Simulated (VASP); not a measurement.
Given:

```
CELL_PARAMETERS angstrom
      1.96877    -3.41002     0.00000
      1.96877     3.41002     0.00000
      0.00000     0.00000     6.18142
ATOMIC_POSITIONS crystal
  La 0.33333 0.66667 0.24722
  La 0.66667 0.33333 0.75278
  O  0.00000 0.00000 0.00000
  O  0.33333 0.66667 0.64579
  O  0.66667 0.33333 0.35421
```

Level of theory: PBE GGA, VASP's PBE PAW potentials (set 64) (plane waves; VASP). Settings: 500 eV cut-off, Gaussian smearing of 0.050 eV, potentials La O.

**Question.** Estimate the band gap (along the path) with the smallest direct gap where there is one.

**Answer.** 
```yaml
band gap (along the path): 3.86 eV
smallest direct gap (along the path): 3.97 eV
```

The absolute energy has meaning only against runs of the same code, potentials and settings.

The compound is La2O3 in the a-type structure. It was relaxed first.
